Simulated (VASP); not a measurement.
RuN (space group F-43m): computed properties

These are LDA (Ceperley-Alder, Perdew-Zunger), VASP's LDA PAW potentials (set 64) (plane waves; VASP) values and carry that method's errors.

```json
{
 "space_group": "F-43m (216)",
 "cell": "a = b = c = 4.476 Å, α = β = γ = 90.00°",
 "volume_per_atom": "11.21 Å^3/atom",
 "band gap (over mesh and band path)": "none (metal, semimetal or under 0.01 eV)",
 "band_gap_with_spin_orbit_coupling": "none (metallic)",
 "density": "8.52 g/cm³"
}
```

```
CELL_PARAMETERS angstrom
      0.00000     2.23791     2.23791
      2.23791     0.00000     2.23791
      2.23791     2.23791     0.00000
ATOMIC_POSITIONS crystal
  Ru 0.00000 0.00000 0.00000
  N  0.75000 0.75000 0.75000
```

The structure comes from a computed database's RuN entry (F-43m); how it stands against other phases isn't given here. It was relaxed first, which changed the volume by -6 %. Symmetry was kept, so distortions that lower it aren't found. The electron count is odd and the run is not spin-polarised, which forces a metal.
